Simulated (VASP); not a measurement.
Computed with revPBE GGA, VASP's PBE PAW potentials (set 64) (plane waves; VASP 6.6.1).

The input files of a VASP run:

### POSCAR
```
Ba
1
    5.0200000000     0.0000000000     0.0000000000
    0.0000000000     5.0200000000     0.0000000000
    0.0000000000     0.0000000000    22.4564420000
Ba
4
Direct
  0.0003600000   0.9819940000   0.4437010000
  0.4883260000   0.5274870000   0.3339800000
  0.9871220000   0.0030920000   0.6660200000
  0.5241930000   0.4874270000   0.5574040000
```

### INCAR
```
! general
SYSTEM  = Ba
PREC    = Accurate
ENCUT   = 300   ! plane-wave cut-off (eV)
LREAL   = .False.
LASPH   = .True.   ! aspherical one-centre terms

! electronic loop
EDIFF   = 1E-6
NELM    = 100   ! most electronic steps
ALGO    = Normal
LMAXMIX = 4

! smearing
ISMEAR  = 0   ! Gaussian
SIGMA   = 0.05

! functional
GGA     = RE   ! revPBE

! ions
ISIF    = 2

! output
LWAVE   = .False.
LCHARG  = .False.
```

**KPOINTS**
```
Automatic mesh
0
Gamma
9 9 1
0 0 0
```

POTCAR, in this order: Ba_sv (PBE.64 set). Program: vasp_std.

Output of the run:

OSZICAR:
```
       N       E                     dE             d eps       ncg     rms          rms(c)
DAV:   1     0.324046532895E+03    0.32405E+03   -0.11841E+04  2352   0.797E+02
DAV:   2     0.339699672937E+02   -0.29008E+03   -0.28853E+03  2928   0.221E+02
DAV:   3    -0.593790186386E+01   -0.39908E+02   -0.39684E+02  3120   0.824E+01
DAV:   4    -0.710850753271E+01   -0.11706E+01   -0.11691E+01  2656   0.148E+01
DAV:   5    -0.715105501737E+01   -0.42547E-01   -0.42326E-01  3152   0.262E+00    0.382E+00
DAV:   6    -0.603827105786E+01    0.11128E+01   -0.71015E+00  2616   0.661E+00    0.206E+00
DAV:   7    -0.593854819657E+01    0.99723E-01   -0.64943E-01  2608   0.223E+00    0.106E+00
DAV:   8    -0.594845814060E+01   -0.99099E-02   -0.11592E+00  2624   0.181E+00    0.846E-01
DAV:   9    -0.587774129376E+01    0.70717E-01   -0.68470E-01  2712   0.121E+00    0.225E-01
DAV:  10    -0.588182105152E+01   -0.40798E-02   -0.50244E-02  3008   0.503E-01    0.161E-01
DAV:  11    -0.588563036619E+01   -0.38093E-02   -0.15617E-02  2576   0.318E-01    0.825E-02
DAV:  12    -0.588756935343E+01   -0.19390E-02   -0.42330E-03  2600   0.154E-01    0.522E-02
DAV:  13    -0.588870224888E+01   -0.11329E-02   -0.16967E-03  2528   0.114E-01    0.278E-02
DAV:  14    -0.588873470227E+01   -0.32453E-04   -0.51378E-04  2560   0.427E-02    0.197E-02
DAV:  15    -0.588830951926E+01    0.42518E-03   -0.35801E-04  2480   0.578E-02    0.901E-03
DAV:  16    -0.588830115728E+01    0.83620E-05   -0.63357E-05  2576   0.220E-02    0.653E-03
DAV:  17    -0.588843383176E+01   -0.13267E-03   -0.83400E-05  2368   0.291E-02    0.330E-03
DAV:  18    -0.588850001998E+01   -0.66188E-04   -0.23055E-05  2488   0.188E-02    0.203E-03
DAV:  19    -0.588855435460E+01   -0.54335E-04   -0.26314E-05  1664   0.165E-02    0.740E-04
DAV:  20    -0.588855566425E+01   -0.13097E-05   -0.63435E-06  1760   0.878E-03    0.515E-04
DAV:  21    -0.588855302448E+01    0.26398E-05   -0.17137E-06  1800   0.488E-03    0.174E-04
DAV:  22    -0.588855260699E+01    0.41749E-06   -0.26858E-07  1800   0.145E-03
   1 F= -.58885526E+01 E0= -.58861889E+01  d E =-.472732E-02
```

### OUTCAR
```
------------------------ aborting loop because EDIFF is reached ----------------------------------------
  FORCE on cell =-STRESS in cart. coord.  units (eV):
  Direction    XX          YY          ZZ          XY          YZ          ZX
  --------------------------------------------------------------------------------------
  Total       -0.0862744     -0.0962618      0.9705857     -0.0302869      0.2263114      0.0418508
  in kB       -0.2442553     -0.2725313      2.7478693     -0.0857467      0.6407206      0.1184857
  external PRESSURE =       0.7436942 kB  Pullay stress =       0.0000000 kB
  volume of cell :      565.91
      direct lattice vectors                 reciprocal lattice vectors
     5.020000000  0.000000000  0.000000000     0.199203187  0.000000000  0.000000000
     0.000000000  5.020000000  0.000000000     0.000000000  0.199203187  0.000000000
     0.000000000  0.000000000 22.456442000     0.000000000  0.000000000  0.044530652
 POSITION                                       TOTAL-FORCE (eV/Angst)
 -----------------------------------------------------------------------------------
      0.00181      4.92961      9.96395         0.039821      0.194745      0.283425
      2.45140      2.64798      7.50000         0.042971     -0.173040     -0.225910
      4.95535      0.01552     14.95644         0.147521     -0.060170      0.237727
      2.63145      2.44688     12.51731        -0.230313      0.038465     -0.295243
 -----------------------------------------------------------------------------------
    total drift:                               -0.000978     -0.000604      0.000613
  FREE ENERGIE OF THE ION-ELECTRON SYSTEM (eV)
  ---------------------------------------------------
  free  energy   TOTEN  =        -5.8885526070 eV

  energy  without entropy=       -5.8838252821  energy(sigma->0) =       -5.88618894
```
(Selected blocks of OUTCAR.)

At this cut-off the stress carries a Pulay error, which pulls relaxed volumes low. The cell holds a wide vacuum, so values per volume refer to the whole cell.

The cell is a sheet with vacuum, built from a generated structure.
